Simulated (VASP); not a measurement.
Input of a VASP 6.6.1 run:

POSCAR

```
BiB2N
1.0
    2.8282886573      0.0000000000      0.0000000000
    0.0000000000      2.8282886573      0.0000000000
    0.0000000000      0.0000000000      6.5260672313
N B Bi
1 2 1
Direct
    0.0000000000      0.0000000000      0.0000000000
    0.0000000000      0.5000000000      0.8819061851
    0.5000000000      0.0000000000      0.1180938149
    0.5000000000      0.5000000000      0.5000000000
```

Contents of INCAR.step1:

```
ALGO = Normal
EDIFF = 1E-4
ENCUT = 520
GGA = PE
ISMEAR = -1
LASPH = T
LCHARG = F
LREAL = F
LWAVE = T
NBANDS = 21
NELM = 100
PREC = Accurate
SIGMA = 0.02
```

File INCAR.step2:

```
ALGO = Normal
EDIFF = 1E-7
ENCUT = 520
ISIF = 2
ISMEAR = -1
ISTART = 1
LASPH = T
LCHARG = T
LELF = T
LMIXTAU = T
LREAL = F
LVHAR = T
LWAVE = F
METAGGA = R2SCAN
NBANDS = 21
NELM = 100
PREC = Accurate
SIGMA = 0.02
```

KPOINTS

```
k-points
0
Gamma
  6 6 4
```

Potentials or basis: VASP PAW PBE potentials, release 64 (N, B, Bi_d).

Launch:

```console
$ cat potpaw_PBE.64/N/POTCAR potpaw_PBE.64/B/POTCAR potpaw_PBE.64/Bi_d/POTCAR > POTCAR
$ cp INCAR.step1 INCAR
$ mpirun -np 1 vasp_std > vasp.out
$ cp INCAR.step2 INCAR
$ mpirun -np 1 vasp_std > vasp.out
```

Problem. What does it give for the band gap on the k mesh?

Solution. None (metal or under the smearing width).

Problem. What does it give for the pressure?

Solution. 1.3 GPa.

Forces on the atoms (eV/Å):
```
N    0.000  0.000  0.000
B    0.000  0.000 -0.253
B    0.000  0.000  0.253
Bi   0.000  0.000  0.000
```

Caveat: the k mesh is coarse (spacing up to 0.37 Å⁻¹), so the values aren't converged; the PAW data sets were made with another functional, which shifts forces and pressure a little; spin-orbit coupling is left out, which moves the levels of the heavy elements.
